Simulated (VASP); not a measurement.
Consider the following.

```yaml
crystal:
  lattice:
    - [1.50854, 0.87096, 5.77419]
    - [-1.50854, 0.87096, 5.77419]
    - [0.00000, -1.74192, 5.77419]
  atoms:
    - { symbol: Al, position: [0.80706, 0.80706, 0.80706] }
    - { symbol: Al, position: [0.30670, 0.30670, 0.30670] }
    - { symbol: O, position: [0.97180, 0.97180, 0.97180] }
    - { symbol: O, position: [0.41790, 0.41790, 0.41790] }
    - { symbol: O, position: [0.19352, 0.19352, 0.19352] }
```

Method: PBEsol GGA, VASP's PBE PAW potentials (set 64) (plane waves; VASP). Numerical set-up: 520 eV cut-off, 10×10×10 Γ-centred mesh, tetrahedra with Blöchl corrections, potentials Al O.

The cores are frozen, which limits the accuracy of field gradients.

Question: Give the principal components of the electric field gradient (V/Å²) and the asymmetry η at each nucleus.

Answer: 
```tsv
atom	Vxx	Vyy	Vzz	η
Al1	-7.2	-7.2	14.5	0.00
Al2	-9.1	-9.1	18.3	0.00
O3	41.4	41.4	-82.7	0.00
O4	4.1	4.1	-8.2	0.00
O5	4.4	4.4	-8.9	0.00
```

The structure comes from a computed database's Al2O3 entry (R3m); how it stands against other phases isn't given here. It was relaxed first.
